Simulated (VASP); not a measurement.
Given:

```xyz
1
Lattice="-2.6400 2.6400 2.6400 2.6400 -2.6400 2.6400 2.6400 2.6400 -2.6400" Properties=species:S:1:pos:R:3 pbc="T T T"
K      0.0000     0.0000     0.0000
```

The numbers are results of vdW-DF2, VASP's PBE PAW potentials (set 64) (plane waves; VASP), not measurements. Numerical set-up: 520 eV cut-off, 9×9×9 Γ-centred mesh, first-order Methfessel-Paxton smearing of 0.10 eV, potentials K_sv.

Energy and stress use the plane-wave basis of the starting cell.

Q: The ions, cell shape and volume are relaxed. Which structure does the run end with?

A: 
```xyz
1
Lattice="-2.5852 2.5852 2.5852 2.5852 -2.5852 2.5852 2.5852 2.5852 -2.5852" Properties=species:S:1:pos:R:3 pbc="T T T"
K      0.0000     0.0000     0.0000
```
Space group Im-3m (229), at a tolerance of 0.03 Å.

Q: How do energy and volume change from the first to the last step?

A: The energy (σ→0) changes by -3.2 meV/atom and the volume by -6.1 %, in 5 ionic steps.

The compound is K in the bcc structure. This run relaxes it. Symmetry was kept, so distortions that lower it aren't found.
